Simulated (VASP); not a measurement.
Given:

```
MgSe
1.0
    4.21743     0.00000     0.00000
   -2.10872     3.65241     0.00000
    0.00000     0.00000     6.79659
Mg Se
2 2
Cartesian
  2.10872   1.21747   3.38611
  0.00000   2.43494   6.78441
  2.10872   1.21747   5.95920
  0.00000   2.43494   2.56091
```

These are PBEsol GGA, VASP's PBE PAW potentials (set 64) (plane waves; VASP) values and carry that method's errors. Settings: 400 eV cut-off, 6×6×3 Γ-centred mesh, Gaussian smearing of 0.050 eV, potentials Mg Se.

What does the run give for the energy per atom (σ→0), band gap (on the k-mesh) with the smallest direct gap where there is one?

- band gap (on the k-mesh) = 2.53 eV
- smallest direct gap (on the k-mesh) = 2.53 eV
- energy per atom (σ→0) = -4.008 eV/atom

The structure comes from a computed database's MgSe entry (P6_3mc); how it stands against other phases isn't given here. It was relaxed first. The start is the result of an earlier pass.
